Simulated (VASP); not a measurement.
An input for Ansatz (written as the equivalent of a VASP run, and not itself run):

Ansatz 0.2 input:
```yaml
crystal:
  lattice:
    - [1.4061456, -2.4355160, 0.0000000]
    - [1.4061456, 2.4355160, 0.0000000]
    - [0.0000000, 0.0000000, 12.5870839]
  atoms:
    - { symbol: Al, position: [0.3333330, 0.6666670, 0.7500000] }
    - { symbol: Al, position: [0.6666670, 0.3333330, 0.2500000] }
    - { symbol: Cr, position: [0.3333330, 0.6666670, 0.0846735] }
    - { symbol: Cr, position: [0.6666670, 0.3333330, 0.5846735] }
    - { symbol: Cr, position: [0.6666670, 0.3333330, 0.9153265] }
    - { symbol: Cr, position: [0.3333330, 0.6666670, 0.4153265] }
    - { symbol: C, position: [0.0000000, 0.0000000, 0.0000000] }
    - { symbol: C, position: [0.0000000, 0.0000000, 0.5000000] }
kpoints:
  mp_grid: { grid: [14, 14, 3] }
hamiltonian:
  xc: pbesol
  pseudopotentials: { kind: paw }
scf:
  occupations: { method: tetrahedron }
  max_iter: 100
output: { forces: true, stress: true, eigenvalues: true }
```

Task: Translate this input to VASP (INCAR, KPOINTS, POSCAR, choice of POTCAR).

Result: One answer among several that fit: 
INCAR:
```
ALGO = Normal
EDIFF = 1E-7
ENCUT = 520
GGA = PS
ISIF = 2
ISMEAR = -5
LASPH = .True.
LCHARG = .True.
LEFG = .True.
LMAXMIX = 4
LORBIT = 11
LREAL = .False.
LWAVE = .False.
NEDOS = 601
NELM = 100
PREC = Accurate
SYSTEM = AlCr2C
```

**POSCAR**
```
AlCr2C
12.5870840
  0.1117133753  -0.1934932679   0.0000000000
  0.1117133753   0.1934932679   0.0000000000
  0.0000000000   0.0000000000   0.9999999902
Al Cr C
2 4 2
direct
  0.3333330000   0.6666670000   0.7500000000
  0.6666670000   0.3333330000   0.2500000000
  0.3333330000   0.6666670000   0.0846734703
  0.6666670000   0.3333330000   0.5846734703
  0.6666670000   0.3333330000   0.9153265297
  0.3333330000   0.6666670000   0.4153265297
  0.0000000000   0.0000000000   0.0000000000
  0.0000000000   0.0000000000   0.5000000000
```

**KPOINTS**
```
Automatic mesh
0
Gamma
14 14 3
0 0 0
```

POTCAR, in this order: Al Cr_pv C (PBE.64 set). Program: vasp_std.

Limits of the translation: each code has its own PAW files, so the cut-off isn't converted (ENCUT is set for VASP's; basis.ecutwfc is left out, and Ansatz then takes the one that its files recommend); Ansatz stops its SCF on the density residual and VASP on the energy change (EDIFF); the field gradients of LEFG aren't asked of the other code.

The compound is AlCr2C in the sg194 structure. It was relaxed first, which changed the volume by -5 %.
